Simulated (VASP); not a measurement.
Level of theory: vdW-DF2, VASP's PBE PAW potentials (set 64) (plane waves; VASP 6.6.1).

VASP ran on this input.

### POSCAR
```
MgS
1.0
  0.0000000000   2.6446688315   2.6446688315
  2.6446688315   0.0000000000   2.6446688315
  2.6446688315   2.6446688315   0.0000000000
Mg S
1 1
Cart
  0.0000000000   0.0000000000   0.0000000000
  2.6446688315   2.6446688315   2.6446688315
```

**KPOINTS**
```
Automatic mesh
0
Gamma
8 8 8
0 0 0
```

INCAR:
```
# general
SYSTEM    =  MgS
PREC      =  Accurate
ENCUT     =  520
LREAL     =  .False.
LASPH     =  .True.

# electronic loop
EDIFF     =  1E-6
NELM      =  100
ALGO      =  Normal

# smearing
ISMEAR    =  0
SIGMA     =  0.05

# functional
GGA       =  ML
LUSE_VDW  =  .True.
AGGAC     =  0.0
ZAB_VDW   =  -1.8867

# ions
IBRION    =  2
NSW       =  60
ISIF      =  3
EDIFFG    =  -0.01

# output
LWAVE     =  .False.
LCHARG    =  .False.
```

POTCAR, in this order: Mg S (PBE.64 set). Program: vasp_std.

What VASP printed:

File OSZICAR:
```
       N       E                     dE             d eps       ncg     rms          rms(c)
DAV:   1     0.288863096714E+02    0.28886E+02   -0.36874E+03   488   0.810E+02
DAV:   2    -0.474051303900E+01   -0.33627E+02   -0.32347E+02   656   0.106E+02
DAV:   3    -0.586306087029E+01   -0.11225E+01   -0.11225E+01   608   0.274E+01
DAV:   4    -0.586733200454E+01   -0.42711E-02   -0.42711E-02   688   0.193E+00
DAV:   5    -0.586734702717E+01   -0.15023E-04   -0.15023E-04   632   0.867E-02    0.402E+00
DAV:   6    -0.527668779044E+01    0.59066E+00   -0.18786E+00   480   0.699E+00    0.337E+00
DAV:   7    -0.524863272423E+01    0.28055E-01   -0.33754E-01   624   0.352E+00    0.296E+00
DAV:   8    -0.525932798820E+01   -0.10695E-01   -0.31796E-02   496   0.229E+00    0.119E+00
DAV:   9    -0.525883613054E+01    0.49186E-03   -0.10286E-03   664   0.300E-01    0.292E-01
DAV:  10    -0.525905546746E+01   -0.21934E-03   -0.51841E-04   512   0.254E-01    0.569E-02
DAV:  11    -0.525904484463E+01    0.10623E-04   -0.78202E-05   592   0.473E-02    0.467E-03
DAV:  12    -0.525904534727E+01   -0.50265E-06   -0.22971E-06   552   0.175E-02
   1 F= -.52590453E+01 E0= -.52590453E+01  d E =-.525905E+01
```

File OUTCAR:
```
------------------------ aborting loop because EDIFF is reached ----------------------------------------
  FORCE on cell =-STRESS in cart. coord.  units (eV):
  Direction    XX          YY          ZZ          XY          YZ          ZX
  --------------------------------------------------------------------------------------
  Total        0.0073293      0.0073293      0.0073293      0.0000000      0.0000000     -0.0000000
  in kB        0.3174146      0.3174146      0.3174146      0.0000000      0.0000000     -0.0000000
  external PRESSURE =       0.3174146 kB  Pullay stress =       0.0000000 kB
  volume of cell :       37.00
      direct lattice vectors                 reciprocal lattice vectors
     0.000000000  2.644668832  2.644668832    -0.189059588  0.189059588  0.189059588
     2.644668832  0.000000000  2.644668832     0.189059588 -0.189059588  0.189059588
     2.644668832  2.644668832  0.000000000     0.189059588  0.189059588 -0.189059588
 POSITION                                       TOTAL-FORCE (eV/Angst)
 -----------------------------------------------------------------------------------
      0.00000      0.00000      0.00000        -0.000000     -0.000000     -0.000000
      2.64467      2.64467      2.64467         0.000000      0.000000      0.000000
 -----------------------------------------------------------------------------------
    total drift:                                0.000000      0.000000      0.000000
  FREE ENERGIE OF THE ION-ELECTRON SYSTEM (eV)
  ---------------------------------------------------
  free  energy   TOTEN  =        -5.2590453473 eV

  energy  without entropy=       -5.2590453473  energy(sigma->0) =       -5.25904535

 reached required accuracy - stopping structural energy minimisation
```
(Selected blocks of OUTCAR.)

The compound is MgS in the rock salt structure. It was relaxed first, which changed the volume by +5 %. The start is the result of an earlier pass.
